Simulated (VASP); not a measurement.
Computed with PBE GGA, VASP's PBE PAW potentials (set 64) (plane waves; VASP 6.6.1).

VASP ran on this input.

INCAR:
```
SYSTEM = AlN
PREC = Accurate; ENCUT = 520; LREAL = F
LASPH = T
EDIFF = 1E-7; NELM = 100; ALGO = Normal
ISMEAR = 0; SIGMA = 0.05
GGA = PE
IBRION = 2; NSW = 30; ISIF = 4
EDIFFG = -0.01
LWAVE = F; LCHARG = F
```

### KPOINTS
```
Automatic mesh
0
Gamma
10 10 5
0 0 0
```

POSCAR:
```
AlN
1
    1.5328093778    -2.6549037149     0.0000000000
    1.5328093778     2.6549037149     0.0000000000
    0.0000000000     0.0000000000     4.9125587232
Al N
2 2
Direct
  0.6666670000   0.3333330000   0.5001241754
  0.3333330000   0.6666670000   0.0001241754
  0.6666670000   0.3333330000   0.8818758246
  0.3333330000   0.6666670000   0.3818758246
```

POTCAR, in this order: Al N (PBE.64 set). Program: vasp_std.

Output

**OUTCAR**
```
 ion  position               nearest neighbor table
   1  0.667  0.333  0.500-   4 1.86   4 1.86   4 1.86   3 1.88   2 3.03   2 3.03   2 3.03   2 3.03
                             2 3.03   2 3.03
   2  0.333  0.667  0.000-   3 1.86   3 1.86   3 1.86   4 1.88   1 3.03   1 3.03   1 3.03   1 3.03
                             1 3.03   1 3.03
   3  0.667  0.333  0.882-   2 1.86   2 1.86   2 1.86   1 1.88
   4  0.333  0.667  0.382-   1 1.86   1 1.86   1 1.86   2 1.88
  LATTYP: Found a hexagonal cell.
 ALAT       =     3.0656187506
 C/A-ratio  =     1.6024689053
 Subroutine PRICEL returns:
 Original cell was already a primitive cell.
 Subroutine GETGRP returns: Found 12 space group operations
The static configuration has the point symmetry C_3v.
 The point group associated with its full space group is C_6v.
The dynamic configuration has the point symmetry C_3v.
 Subroutine INISYM returns: Found 12 space group operations
 Subroutine IBZKPT returns following result:
 Found     42 irreducible k-points:

 Following reciprocal coordinates:
            Coordinates               Weight
  0.000000  0.000000  0.000000      1.000000
  0.100000  0.000000  0.000000      6.000000
  0.200000  0.000000  0.000000      6.000000
  0.300000  0.000000  0.000000      6.000000
  0.400000  0.000000  0.000000      6.000000
  0.500000  0.000000  0.000000      3.000000
  0.100000  0.100000  0.000000      6.000000
  0.200000  0.100000  0.000000     12.000000
  0.300000  0.100000  0.000000     12.000000
  0.400000  0.100000  0.000000     12.000000
  0.200000  0.200000  0.000000      6.000000
  0.300000  0.200000  0.000000     12.000000
  0.400000  0.200000  0.000000      6.000000
  0.300000  0.300000  0.000000      6.000000
  0.000000  0.000000  0.200000      2.000000
  0.100000  0.000000  0.200000     12.000000
  0.200000  0.000000  0.200000     12.000000
  0.300000  0.000000  0.200000     12.000000
...
```

### OSZICAR
```
       N       E                     dE             d eps       ncg     rms          rms(c)
DAV:   1     0.519851894267E+02    0.51985E+02   -0.75713E+03  1008   0.119E+03
DAV:   2    -0.306969309214E+02   -0.82682E+02   -0.77144E+02  1500   0.230E+02
DAV:   3    -0.345703615577E+02   -0.38734E+01   -0.38568E+01  1308   0.535E+01
DAV:   4    -0.346014377425E+02   -0.31076E-01   -0.31070E-01  1148   0.556E+00
DAV:   5    -0.346018674760E+02   -0.42973E-03   -0.42972E-03  1284   0.666E-01    0.125E+01
DAV:   6    -0.296861477856E+02    0.49157E+01   -0.16858E+01  1200   0.319E+01    0.438E+00
DAV:   7    -0.296885497339E+02   -0.24019E-02   -0.69060E-01  1140   0.665E+00    0.297E+00
DAV:   8    -0.296813566871E+02    0.71930E-02   -0.74509E-02  1164   0.283E+00    0.457E-01
DAV:   9    -0.296768820617E+02    0.44746E-02   -0.19547E-02  1280   0.106E+00    0.233E-01
DAV:  10    -0.296773935511E+02   -0.51149E-03   -0.20190E-03  1148   0.350E-01    0.128E-01
DAV:  11    -0.296773300175E+02    0.63534E-04   -0.19642E-04  1172   0.114E-01    0.298E-02
DAV:  12    -0.296773316505E+02   -0.16330E-05   -0.70500E-06  1124   0.276E-02    0.774E-03
DAV:  13    -0.296773313811E+02    0.26939E-06   -0.44165E-06  1196   0.159E-02    0.507E-03
DAV:  14    -0.296773313701E+02    0.11013E-07   -0.34423E-07  1084   0.525E-03
   1 F= -.29677331E+02 E0= -.29677331E+02  d E =-.296773E+02
       N       E                     dE             d eps       ncg     rms          rms(c)
DAV:   1    -0.296778260191E+02   -0.49464E-03   -0.19098E-02  1008   0.133E+00    0.887E-02
DAV:   2    -0.296776606804E+02    0.16534E-03   -0.22793E-04  1288   0.145E-01    0.503E-02
DAV:   3    -0.296775749249E+02    0.85756E-04   -0.13182E-04  1224   0.104E-01    0.342E-03
DAV:   4    -0.296775758050E+02   -0.88012E-06   -0.10553E-05  1116   0.307E-02    0.306E-03
DAV:   5    -0.296775757338E+02    0.71197E-07   -0.37066E-07  1176   0.611E-03
   2 F= -.29677576E+02 E0= -.29677576E+02  d E =-.244364E-03
       N       E                     dE             d eps       ncg     rms          rms(c)
DAV:   1    -0.296775864879E+02   -0.10683E-04   -0.47687E-04  1008   0.210E-01    0.139E-02
DAV:   2    -0.296775822652E+02    0.42227E-05   -0.57587E-06  1288   0.231E-02    0.790E-03
DAV:   3    -0.296775801043E+02    0.21609E-05   -0.33280E-06  1216   0.165E-02    0.570E-04
DAV:   4    -0.296775801278E+02   -0.23480E-07   -0.27177E-07   996   0.492E-03
   3 F= -.29677580E+02 E0= -.29677580E+02  d E =-.248758E-03
       N       E                     dE             d eps       ncg     rms          rms(c)
DAV:   1    -0.296776805759E+02   -0.10047E-03   -0.35357E-02  1008   0.175E+00    0.336E-02
DAV:   2    -0.296777043625E+02   -0.23787E-04   -0.45824E-04  1220   0.185E-01    0.209E-02
DAV:   3    -0.296776910703E+02    0.13292E-04   -0.12705E-05  1200   0.376E-02    0.898E-03
DAV:   4    -0.296776893541E+02    0.17162E-05   -0.96833E-06  1244   0.269E-02    0.317E-03
DAV:   5    -0.296776893672E+02   -0.13120E-07   -0.90199E-07  1040   0.975E-03
   4 F= -.29677689E+02 E0= -.29677689E+02  d E =-.109239E-03
```

File OUTCAR:
```
------------------------ aborting loop because EDIFF is reached ----------------------------------------
  FORCE on cell =-STRESS in cart. coord.  units (eV):
  Direction    XX          YY          ZZ          XY          YZ          ZX
  --------------------------------------------------------------------------------------
  Total        3.3609459      3.3609459      3.3501369      0.0000000     -0.0000000      0.0000000
  in kB      134.6782401    134.6782393    134.2451080      0.0000000     -0.0000000      0.0000000
  external PRESSURE =     134.5338625 kB  Pullay stress =       0.0000000 kB
  volume of cell :       39.98
      direct lattice vectors                 reciprocal lattice vectors
     1.534890339 -2.658508044  0.000000000     0.325756171 -0.188075414  0.000000000
     1.534890339  2.658508044  0.000000000     0.325756171  0.188075414 -0.000000000
     0.000000000  0.000000000  4.899247136     0.000000000  0.000000000  0.204112994
  FREE ENERGIE OF THE ION-ELECTRON SYSTEM (eV)
  ---------------------------------------------------
  free  energy   TOTEN  =       -29.6776893672 eV

  energy  without entropy=      -29.6776893672  energy(sigma->0) =      -29.67768937

 reached required accuracy - stopping structural energy minimisation
```
(Selected blocks of OUTCAR.)

### CONTCAR
```
AlN
   1.00000000000000
     1.5348903391888191   -2.6585080444412079    0.0000000000000000
     1.5348903391888191    2.6585080444412079    0.0000000000000000
     0.0000000000000000    0.0000000000000000    4.8992471360551004
  Al              N
     2     2
Direct
     0.6666669999999968    0.3333330000000032    0.4995429807652622
     0.3333330000000032    0.6666669999999968    0.9995429807652622
     0.6666669999999968    0.3333330000000032    0.8824570192347428
     0.3333330000000032    0.6666669999999968    0.3824570192347428
```

**OUTCAR**
```
 val. band max:        6.6137789560   @ k =   0.0000   0.0000   0.0000

 cond. band min:      11.1841893282   @ k =   0.0000   0.0000   0.0000


 Fermi energy:         6.8463116652

 k-point     1 :       0.0000    0.0000    0.0000
  band No.  band energies     occupation
      1      -8.8741      2.00000
      2      -6.5751      2.00000
      3       0.4039      2.00000
      4       5.6751      2.00000
      5       5.6751      2.00000
      6       6.3448      2.00000
      7       6.3448      2.00000
      8       6.6138      2.00000
      9      11.1842      0.00000
     10      13.6005      0.00000
     11      17.5864      0.00000
     12      18.0185      0.00000

 k-point     2 :       0.1000    0.0000    0.0000
  band No.  band energies     occupation
      1      -8.7406      2.00000
      2      -6.4997      2.00000
      3       0.5601      2.00000
      4       5.0847      2.00000
      5       5.5056      2.00000
      6       5.7855      2.00000
      7       6.3271      2.00000
      8       6.5548      2.00000
      9      11.7467      0.00000
     10      14.1090      0.00000
     11      16.9897      0.00000
     12      17.1913      0.00000

 k-point     3 :       0.2000    0.0000    0.0000
  band No.  band energies     occupation
      1      -8.3566      2.00000
      2      -6.3032      2.00000
      3       1.0172      2.00000
      4       3.7478      2.00000
      5       4.6679      2.00000
      6       5.1395      2.00000
      7       6.2276      2.00000
      8       6.3413      2.00000
      9      12.7541      0.00000
     10      14.7119      0.00000
     11      15.4850      0.00000
     12      16.6590      0.00000

 k-point     4 :       0.3000    0.0000    0.0000
  band No.  band energies     occupation
      1      -7.7800      2.00000
      2      -6.0819      2.00000
      3       1.7324      2.00000
      4       2.3515      2.00000
      5       3.5260      2.00000
      6       4.7679      2.00000
...
```

The compound is AlN in the wurtzite structure. This cell is one point of a volume scan, at 0.94 of the reference volume. Symmetry was kept, so distortions that lower it aren't found.
